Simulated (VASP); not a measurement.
Here is the system:

```
NaH
1.0
    0.00000     2.36778     2.36778
    2.36778     0.00000     2.36778
    2.36778     2.36778     0.00000
Na H
1 1
Direct
  0.00000   0.00000   0.00000
  0.50000   0.50000   0.50000
```

Calculation: LDA (Ceperley-Alder, Perdew-Zunger), VASP's LDA PAW potentials (set 64) (plane waves; VASP 6.6.1). Settings: 520 eV cut-off, 10×10×10 Γ-centred mesh, Gaussian smearing of 0.050 eV, potentials Na_pv H.

### Question
Estimate the energy per atom (σ→0).

### Answer

The energy per atom (σ→0) is -2.703 eV/atom.

The compound is NaH in the rock salt structure. This cell is one point of a volume scan, at 1.03 of the reference volume.
